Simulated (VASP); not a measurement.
Calculation: PBE GGA, VASP's PBE PAW potentials (set 64) (plane waves; VASP 6.6.1).

Input for VASP

POSCAR:
```
C
1
    1.2339477470    -2.1372596941     0.0000000000
    1.2339477470     2.1372596941    -0.0000000000
    0.0000000000    -0.0000000000     7.9189249878
C
4
Direct
  0.0000000000   0.0000000000   0.2500000000
  0.0000000000   0.0000000000   0.7500000000
  0.3333330000   0.6666670000   0.2500000000
  0.6666670000   0.3333330000   0.7500000000
```

INCAR:
```
# general
SYSTEM = C
PREC   = Accurate
ENCUT  = 520
LREAL  = F
LASPH  = T

# electronic loop
EDIFF  = 1E-6
NELM   = 100
ALGO   = Normal

# smearing
ISMEAR = 0
SIGMA  = 0.05

# functional
GGA    = PE

# ions
IBRION = 2
NSW    = 60
ISIF   = 3
EDIFFG = -0.02

# output
LWAVE  = F
LCHARG = F
```

KPOINTS:
```
Automatic
0
G
9 9 3
```

POTCAR, in this order: C (PBE.64 set). Program: vasp_std.

Output of the run:

### OSZICAR
```
       N       E                     dE             d eps       ncg     rms          rms(c)
DAV:   1     0.576696634636E+02    0.57670E+02   -0.81769E+03   576   0.121E+03
DAV:   2    -0.344023704264E+02   -0.92072E+02   -0.83852E+02   848   0.232E+02
DAV:   3    -0.392597260981E+02   -0.48574E+01   -0.48194E+01   708   0.545E+01
DAV:   4    -0.393237269358E+02   -0.64001E-01   -0.63852E-01   720   0.746E+00
DAV:   5    -0.393252360146E+02   -0.15091E-02   -0.15087E-02   748   0.109E+00    0.889E+00
DAV:   6    -0.374856330988E+02    0.18396E+01   -0.17649E+00   648   0.920E+00    0.521E+00
DAV:   7    -0.368652462495E+02    0.62039E+00   -0.21349E+00   668   0.101E+01    0.141E+00
DAV:   8    -0.368769252392E+02   -0.11679E-01   -0.69352E-02   640   0.184E+00    0.144E-01
DAV:   9    -0.368767956904E+02    0.12955E-03   -0.14922E-03   712   0.313E-01    0.785E-02
DAV:  10    -0.368771670598E+02   -0.37137E-03   -0.52446E-04   680   0.187E-01    0.331E-02
DAV:  11    -0.368771693422E+02   -0.22824E-05   -0.95456E-06   776   0.248E-02    0.379E-03
DAV:  12    -0.368771712418E+02   -0.18996E-05   -0.15217E-06   676   0.116E-02    0.331E-03
DAV:  13    -0.368771711659E+02    0.75888E-07   -0.96389E-08   496   0.289E-03
   1 F= -.36877171E+02 E0= -.36876473E+02  d E =-.368772E+02
```

OUTCAR:
```
------------------------ aborting loop because EDIFF is reached ----------------------------------------
  FORCE on cell =-STRESS in cart. coord.  units (eV):
  Direction    XX          YY          ZZ          XY          YZ          ZX
  --------------------------------------------------------------------------------------
  Total        0.0342136      0.0342136      0.0325047      0.0000000     -0.0000000      0.0000000
  in kB        1.3123800      1.3123794      1.2468277      0.0000000     -0.0000000      0.0000000
  external PRESSURE =       1.2905290 kB  Pullay stress =       0.0000000 kB
  volume of cell :       41.77
      direct lattice vectors                 reciprocal lattice vectors
     1.233947747 -2.137259694  0.000000000     0.405203544 -0.233944430  0.000000000
     1.233947747  2.137259694  0.000000000     0.405203544  0.233944430  0.000000000
     0.000000000  0.000000000  7.918924988     0.000000000  0.000000000  0.126279767
 POSITION                                       TOTAL-FORCE (eV/Angst)
 -----------------------------------------------------------------------------------
      0.00000      0.00000      1.97973         0.000000      0.000000      0.000000
      0.00000      0.00000      5.93919        -0.000000      0.000000     -0.000000
      1.23395      0.71242      1.97973        -0.000000      0.000000      0.000000
      1.23395     -0.71242      5.93919         0.000000      0.000000      0.000000
 -----------------------------------------------------------------------------------
    total drift:                               -0.000000     -0.000000      0.000000
  FREE ENERGIE OF THE ION-ELECTRON SYSTEM (eV)
  ---------------------------------------------------
  free  energy   TOTEN  =       -36.8771711659 eV

  energy  without entropy=      -36.8757743097  energy(sigma->0) =      -36.87647274

 reached required accuracy - stopping structural energy minimisation
```
(Selected blocks of OUTCAR.)

**OUTCAR**
```
 val. band max:        3.3161337163   @ k =   0.3333   0.3333   0.0000

 cond. band min:       3.3190410540   @ k =   0.3333   0.3333   0.3333


 Fermi energy:         3.3180733921

 k-point     1 :       0.0000    0.0000    0.0000
  band No.  band energies     occupation
      1     -16.2160      2.00000
      2     -16.1429      2.00000
      3      -4.6536      2.00000
      4      -3.8763      2.00000
      5       0.2766      2.00000
      6       0.2767      2.00000
      7       0.2794      2.00000
      8       0.2795      2.00000
      9       6.6516      0.00000
     10      10.7015      0.00000
     11      11.6096      0.00000
     12      11.6124      0.00000

 k-point     2 :       0.1111   -0.0000    0.0000
  band No.  band energies     occupation
      1     -15.9243      2.00000
      2     -15.8526      2.00000
      3      -4.3018      2.00000
      4      -3.5357      2.00000
      5      -0.8400      2.00000
      6      -0.8324      2.00000
      7      -0.2949      2.00000
      8      -0.2895      2.00000
      9       7.0262      0.00000
     10      11.0344      0.00000
     11      11.6684      0.00000
     12      11.7089      0.00000

 k-point     3 :       0.2222   -0.0000    0.0000
  band No.  band energies     occupation
      1     -15.0547      2.00000
      2     -14.9875      2.00000
      3      -3.3898      2.00000
      4      -3.3726      2.00000
      5      -3.2626      2.00000
      6      -2.5333      2.00000
      7      -1.4461      2.00000
      8      -1.4383      2.00000
      9       8.1495      0.00000
     10      11.1811      0.00000
     11      11.4038      0.00000
     12      11.4437      0.00000

 k-point     4 :       0.3333   -0.0000    0.0000
  band No.  band energies     occupation
      1     -13.6286      2.00000
      2     -13.5687      2.00000
      3      -6.3193      2.00000
      4      -6.2910      2.00000
      5      -2.4624      2.00000
      6      -2.4534      2.00000
...
```

Without a dispersion term in the relaxation, distances and binding between the weakly bound layers, chains or molecules are unreliable, and so is what depends on them.

The compound is C in the graphite structure. It was relaxed first, which changed the volume by +19 %. The k-mesh is coarse (spacing up to 0.33 per Å, 2π included), so the numbers may not be converged in it. The start is the result of an earlier pass.
